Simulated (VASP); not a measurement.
Runs of VASP 6.6.1 on Os4F. The cell holds a slab with vacuum, 5 atoms: a = 2.689 Å, b = 3.802 Å, c = 20.849 Å, α = 90.00°, β = 90.00°, γ = 90.00°. 

```tsv
cell	gap on the mesh (eV)	largest force (eV/Å)	work function (eV)
F at 1/8 of the diagonal of the surface cell, 3.77 Å above the top plane	none	2.01	(a)
F at 4/8 of the diagonal of the surface cell, 0.41 Å above the top plane	none	27.64	-
F at 1/8 of the diagonal of the surface cell, 2.17 Å above the top plane	none	5.03	-
F at 1/8 of the diagonal of the surface cell, 1.73 Å above the top plane	none	2.66	(b)
```

Alike in all rows: task single point; level LDA; potentials or basis VASP PAW LDA potentials, release 64 (Os, F); no spin polarisation; k mesh 10 × 7 × 1; cutoff (eV) 520; smearing gaussian 0.1 eV.

Q: Estimate the missing entries.

A: (a) 11.23; (b) 7.20.

Caveats: an odd number of electrons without spin polarisation forces a metal; a magnetic or distorted state may lie lower.

A k mesh can miss the band edges, and the runs leave out spin-orbit coupling on Os.

A gap of «none» marks a metal or a gap under the smearing width.
